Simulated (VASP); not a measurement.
Given:

```
CELL_PARAMETERS angstrom
      0.00000     1.97243     1.97243
      1.97243     0.00000     1.97243
      1.97243     1.97243     0.00000
ATOMIC_POSITIONS crystal
  Pd 0.00000 0.00000 0.00000
```

Level of theory: AM05 GGA, VASP's PBE PAW potentials (set 64) (plane waves; VASP 6.6.1). Numerical set-up: 520 eV cut-off, 16×16×16 Γ-centred mesh, first-order Methfessel-Paxton smearing of 0.10 eV, potentials Pd.

Q: Give the stress tensor in GPa (positive for a compressed cell).

A: 
```
-10.10    0.00    0.00
  0.00  -10.10    0.00
  0.00    0.00  -10.10
```
The pressure is its mean diagonal, -10.10 GPa.

The compound is Pd in the fcc structure. This cell is one point of a volume scan, at 1.06 of the reference volume.
